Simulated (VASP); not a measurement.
Data:

```
CELL_PARAMETERS angstrom
      2.44705     0.00000     0.00000
      0.00000     2.44705     0.00000
      0.00000     0.00000    25.12900
ATOMIC_POSITIONS crystal
  Ni 0.00000 0.50000 0.32786
  Ni 0.50000 0.00000 0.39671
  Ni 0.00000 0.50000 0.46557
  Ni 0.50000 0.00000 0.53443
  Ni 0.00000 0.50000 0.60329
  Ni 0.50000 0.00000 0.67214
```
Starting moments (μB, in the order of the record's atoms Ni Ni Ni Ni Ni Ni): 0.8 0.8 0.8 0.8 0.8 0.8.

Method: PBEsol GGA, VASP's PBE PAW potentials (set 64) (plane waves; VASP 6.6.1). Run with PREC = Normal, EDIFF = 1E-5, 400 eV cut-off, 11×11×1 Γ-centred mesh, first-order Methfessel-Paxton smearing of 0.10 eV, potentials Ni.

### Question
The ions are relaxed. Predict the relaxed structure.

### Answer

```
CELL_PARAMETERS angstrom
      2.44705     0.00000     0.00000
      0.00000     2.44705     0.00000
      0.00000     0.00000    25.12900
ATOMIC_POSITIONS crystal
  Ni 0.00000 0.50000 0.32897
  Ni 0.50000 0.00000 0.39557
  Ni 0.00000 0.50000 0.46540
  Ni 0.50000 0.00000 0.53460
  Ni 0.00000 0.50000 0.60443
  Ni 0.50000 0.00000 0.67103
``` The cell ends with 3.92 μB, on the sites 0.72 0.64 0.62 0.62 0.64 0.72 μB.

### Question
How much energy does the relaxation gain?

### Answer
The energy (σ→0) changes by -3.6 meV/atom, in 4 ionic steps.

| step | E(σ→0) (eV) | max force (eV/Å) | pressure (GPa) | volume (Å³) |
|---|---|---|---|---|
| 1 | -34.8479 | 0.409 | -2.29 | 150.47 |
| 2 | -34.8663 | 0.143 | -1.99 | 150.47 |
| 3 | -34.8683 | 0.112 | -1.80 | 150.47 |
| 4 | -34.8692 | 0.023 | -1.76 | 150.47 |

The cell is a thin slab with vacuum, built from Ni (fcc): (100) face.
